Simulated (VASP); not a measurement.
Input:

```yaml
crystal:
  lattice:
    - [1.57963, -2.73599, 0.00000]
    - [1.57963, 2.73599, 0.00000]
    - [0.00000, 0.00000, 5.14356]
  atoms:
    - { symbol: Ga, position: [0.66667, 0.33333, 0.50005] }
    - { symbol: Ga, position: [0.33333, 0.66667, 0.00005] }
    - { symbol: N, position: [0.66667, 0.33333, 0.87695] }
    - { symbol: N, position: [0.33333, 0.66667, 0.37695] }
```

Computed with LDA (Ceperley-Alder, Perdew-Zunger), VASP's LDA PAW potentials (set 64) (plane waves; VASP). Settings: 520 eV cut-off, 10×10×6 Γ-centred mesh, Gaussian smearing of 0.010 eV, potentials Ga_d N.

Question: Predict the energy per atom (σ→0).

Answer: 
The energy per atom (σ→0) is -6.978 eV/atom.

Total energies compare only between runs with the same potentials, cut-off and functional.

The compound is GaN in the wurtzite structure. It was relaxed first.
